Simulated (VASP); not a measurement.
Input:

```xyz
3
Lattice="3.3205 0.0000 0.0000 -1.6602 2.8756 0.0000 0.0000 0.0000 5.9675" Properties=species:S:1:pos:R:3 pbc="T T T"
Ta     0.0000     0.0000     0.0000
S      0.0000     1.9171     1.5406
S      1.6602     0.9585     4.4269
```

Level of theory: PBEsol GGA, VASP's PBE PAW potentials (set 64) (plane waves; VASP). Run with 400 eV cut-off, Gaussian smearing of 0.050 eV, potentials Ta_pv S.

Without a dispersion term in the relaxation, distances and binding between the weakly bound layers, chains or molecules are unreliable, and so is what depends on them.

**Question.** Give the energies of bands 6 to 14 at the high-symmetry points, in eV from the Fermi level.

**Answer.** 
| band | Γ | M | K | A | L | H |
|---|---|---|---|---|---|---|
| 6 | -7.03 | -6.89 | -5.69 | -5.73 | -6.95 | -5.43 |
| 7 | -3.77 | -4.64 | -5.39 | -3.74 | -5.27 | -5.43 |
| 8 | -3.77 | -4.48 | -5.39 | -3.74 | -4.41 | -5.34 |
| 9 | -1.33 | -3.77 | -3.75 | -3.72 | -3.91 | -3.83 |
| 10 | -0.53 | -3.44 | -3.75 | -0.68 | -2.20 | -3.54 |
| 11 | -0.53 | -2.02 | -3.19 | -0.68 | -1.71 | -3.54 |
| 12 | -0.07 | -0.96 | 1.54 | 0.17 | -1.43 | 1.30 |
| 13 | 0.20 | 2.69 | 2.06 | 0.17 | 2.69 | 1.30 |
| 14 | 0.20 | 3.28 | 2.06 | 1.02 | 3.28 | 1.59 |

It has no gap at this level: it comes out as a metal or semimetal.

The structure was generated: TaS2 was put into the CdI2 type (P-3m1), which need not be its known phase. It was relaxed first, which changed the volume by -12 %. The electron count is odd and the run is not spin-polarised, which forces a metal.
